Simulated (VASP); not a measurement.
A run of VASP 6.6.1 is set up as follows.

Contents of INCAR:

```
SYSTEM = BPd4
  PREC = Accurate
  ENCUT = 520
  EDIFF = 1E-6
  ISMEAR = -1
  SIGMA = 0.05
  LREAL = .FALSE.
  LASPH = .TRUE.
  NELM = 100
  ALGO = Fast
  ISIF = 2
  LWAVE = .FALSE.
  LCHARG = .FALSE.
  LMAXMIX = 4
  GGA = CA
  NBANDS = 30
```

KPOINTS

```
regular mesh
0
G
  7 5 4
  0 0 0
```

File POSCAR:

```
BPd4
1.0
    2.8920299704      0.0000000000      0.0000000000
    0.0000000000      4.3650077954      0.0000000000
    0.0000000000      0.0000000000      5.8563150000
Pd B
4 1
Direct
    0.5000000000      0.0000000000      0.1975780000
    0.0000000000      0.0000000000      0.6194700000
    0.0000000000      0.5000000000      0.3291640000
    0.5000000000      0.5000000000      0.8675610000
    0.5000000000      0.0000000000      0.8632270000
```

The input KPOINTS_OPT:

```
path GXSYGZURTZ,YT,UX,SR
10
line-mode
reciprocal
 0.0000000000  0.0000000000  0.0000000000  G
 0.5000000000  0.0000000000  0.0000000000  X

 0.5000000000  0.0000000000  0.0000000000  X
 0.5000000000  0.5000000000  0.0000000000  S

 0.5000000000  0.5000000000  0.0000000000  S
 0.0000000000  0.5000000000  0.0000000000  Y

 0.0000000000  0.5000000000  0.0000000000  Y
 0.0000000000  0.0000000000  0.0000000000  G

 0.0000000000  0.0000000000  0.0000000000  G
 0.0000000000  0.0000000000  0.5000000000  Z

 0.0000000000  0.0000000000  0.5000000000  Z
 0.5000000000  0.0000000000  0.5000000000  U

 0.5000000000  0.0000000000  0.5000000000  U
 0.5000000000  0.5000000000  0.5000000000  R

 0.5000000000  0.5000000000  0.5000000000  R
 0.0000000000  0.5000000000  0.5000000000  T

 0.0000000000  0.5000000000  0.5000000000  T
 0.0000000000  0.0000000000  0.5000000000  Z

 0.0000000000  0.5000000000  0.0000000000  Y
 0.0000000000  0.5000000000  0.5000000000  T

 0.5000000000  0.0000000000  0.5000000000  U
 0.5000000000  0.0000000000  0.0000000000  X

 0.5000000000  0.5000000000  0.0000000000  S
 0.5000000000  0.5000000000  0.5000000000  R
```

Potentials or basis: VASP PAW LDA potentials, release 64 (Pd, B).

The run is started by

```console
$ cat potpaw_LDA.64/Pd/POTCAR potpaw_LDA.64/B/POTCAR > POTCAR
$ mpirun -np 1 vasp_std > vasp.out
```

Estimate the largest force.

0.180 eV/Å.

Predict the band gap along the path.

none (metal or under the smearing width).

Predict the pressure.

-12.8 GPa.

Forces on the atoms (eV/Å):
```
Pd   0.000  0.000 -0.149
Pd   0.000  0.000  0.068
Pd   0.000  0.000 -0.077
Pd   0.000  0.000  0.180
B    0.000  0.000 -0.022
```
